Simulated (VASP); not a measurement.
Output of a VASP run:

**OSZICAR**
```
...
DAV:   6    -0.121459216654E+02    0.19894E+01   -0.60098E+00  1382   0.485E+01    0.267E+00
DAV:   7    -0.121572737075E+02   -0.11352E-01   -0.35400E-01   915   0.810E+00    0.177E+00
DAV:   8    -0.121535380252E+02    0.37357E-02   -0.71208E-02  1028   0.441E+00    0.812E-01
DAV:   9    -0.121482050553E+02    0.53330E-02   -0.22422E-02  1372   0.376E+00    0.193E-01
DAV:  10    -0.121485456213E+02   -0.34057E-03   -0.19696E-03  1076   0.741E-01    0.827E-02
DAV:  11    -0.121484545388E+02    0.91083E-04   -0.37948E-04  1349   0.362E-01    0.132E-02
DAV:  12    -0.121484608038E+02   -0.62650E-05   -0.34776E-05   975   0.774E-02    0.955E-03
DAV:  13    -0.121484605584E+02    0.24532E-06   -0.17405E-06   885   0.127E-02
   1 F= -.12942480E+02 E0= -.12942480E+02  d E =-.129425E+02
       N       E                     dE             d eps       ncg     rms          rms(c)
DAV:   1    -0.122061415764E+02   -0.57681E-01   -0.99219E-01  1065   0.279E+01    0.169E+00
DAV:   2    -0.121467358557E+02    0.59406E-01   -0.99466E-02  1105   0.108E+01    0.752E-01
DAV:   3    -0.121324456356E+02    0.14290E-01   -0.16226E-02  1125   0.490E+00    0.189E-01
DAV:   4    -0.121306147606E+02    0.18309E-02   -0.23547E-03  1194   0.771E-01    0.130E-02
DAV:   5    -0.121306249196E+02   -0.10159E-04   -0.11771E-04  1058   0.136E-01    0.137E-02
DAV:   6    -0.121306232916E+02    0.16280E-05   -0.34122E-06   945   0.219E-02    0.919E-03
DAV:   7    -0.121306231404E+02    0.15118E-06   -0.12554E-06   660   0.207E-02
   2 F= -.12942887E+02 E0= -.12942887E+02  d E =-.407086E-03
       N       E                     dE             d eps       ncg     rms          rms(c)
DAV:   1    -0.121571817303E+02   -0.26558E-01   -0.22352E-01  1045   0.136E+01    0.781E-01
DAV:   2    -0.121443520785E+02    0.12830E-01   -0.20753E-02  1100   0.491E+00    0.355E-01
DAV:   3    -0.121410978678E+02    0.32542E-02   -0.39643E-03  1115   0.248E+00    0.828E-02
DAV:   4    -0.121407068510E+02    0.39102E-03   -0.53642E-04  1167   0.345E-01    0.790E-03
DAV:   5    -0.121407060404E+02    0.81058E-06   -0.13455E-05  1053   0.357E-02    0.666E-03
DAV:   6    -0.121407058526E+02    0.18779E-06   -0.21569E-07   495   0.717E-03
   3 F= -.12944339E+02 E0= -.12944339E+02  d E =-.185872E-02
       N       E                     dE             d eps       ncg     rms          rms(c)
DAV:   1    -0.121399425470E+02    0.76349E-03   -0.26809E-03  1050   0.148E+00    0.866E-02
DAV:   2    -0.121397845082E+02    0.15804E-03   -0.26014E-04  1100   0.554E-01    0.392E-02
DAV:   3    -0.121397459406E+02    0.38568E-04   -0.46982E-05  1115   0.268E-01    0.937E-03
DAV:   4    -0.121397416481E+02    0.42925E-05   -0.63951E-06  1039   0.384E-02    0.617E-04
DAV:   5    -0.121397416793E+02   -0.31219E-07   -0.23917E-07   470   0.527E-03
   4 F= -.12944323E+02 E0= -.12944323E+02  d E =-.184234E-02
       N       E                     dE             d eps       ncg     rms          rms(c)
DAV:   1    -0.121402844653E+02   -0.54282E-03   -0.69145E-04  1050   0.750E-01    0.436E-02
DAV:   2    -0.121402445314E+02    0.39934E-04   -0.66052E-05  1110   0.277E-01    0.197E-02
DAV:   3    -0.121402344137E+02    0.10118E-04   -0.11946E-05  1105   0.135E-01    0.474E-03
DAV:   4    -0.121402329314E+02    0.14823E-05   -0.13185E-06   585   0.191E-02    0.364E-04
DAV:   5    -0.121402329318E+02   -0.43156E-09   -0.25465E-07   470   0.693E-03
   5 F= -.12944335E+02 E0= -.12944335E+02  d E =-.185498E-02
```

**OUTCAR**
```
------------------------ aborting loop because EDIFF is reached ----------------------------------------
  Edisp (eV):   -0.80410
  FORCE on cell =-STRESS in cart. coord.  units (eV):
  Direction    XX          YY          ZZ          XY          YZ          ZX
  --------------------------------------------------------------------------------------
  Total       0.01184     0.01184     0.01184     0.00000     0.00000     0.00000
  in kB       0.83213     0.83213     0.83213     0.00000     0.00000     0.00000
  external pressure =        0.83 kB  Pullay stress =        0.00 kB
  volume of cell :       22.80
      direct lattice vectors                 reciprocal lattice vectors
    -0.000000000  2.250625916  2.250625916    -0.222160421  0.222160421  0.222160421
     2.250625916  0.000000000  2.250625916     0.222160421 -0.222160421  0.222160421
     2.250625916  2.250625916 -0.000000000     0.222160421  0.222160421 -0.222160421
  FREE ENERGIE OF THE ION-ELECTRON SYSTEM (eV)
  ---------------------------------------------------
  free  energy   TOTEN  =       -12.9443353836 eV

  energy  without entropy=      -12.9443353836  energy(sigma->0) =      -12.94433538

 reached required accuracy - stopping structural energy minimisation
```
(Selected blocks of OUTCAR.)

POSCAR:
```
GaN
1
    0.0000000000     2.2600000000     2.2600000000
    2.2600000000     0.0000000000     2.2600000000
    2.2600000000     2.2600000000     0.0000000000
Ga N
1 1
Direct
  0.0000000000   0.0000000000   0.0000000000
  0.2500000000   0.2500000000   0.2500000000
```

**Question.** Reconstruct the remaining input files.

**Answer.** Several could match; the one computed here: the input of the run itself, PBE GGA with D4 dispersion, plane waves, VASP's PBE PAW potentials (set 64).

KPOINTS:
```
Automatic mesh
0
gamma
9 9 9
```

**INCAR**
```
SYSTEM  =  GaN
PREC  =  Accurate; ENCUT  =  520; LREAL  =  .False.
LASPH  =  .True.
EDIFF  =  1E-6; NELM  =  100; ALGO  =  Normal
LMAXMIX  =  4
ISMEAR  =  0; SIGMA  =  0.05
GGA  =  PE; IVDW  =  13
IBRION  =  2; NSW  =  60; ISIF  =  3
EDIFFG  =  -0.01
LWAVE  =  .False.; LCHARG  =  .False.
```

POTCAR, in this order: Ga_d N (PBE.64 set). Program: vasp_std.

The compound is GaN in the zinc blende structure, a metastable form; wurtzite is the usual one. This run relaxes it. Symmetry was kept, so distortions that lower it aren't found.
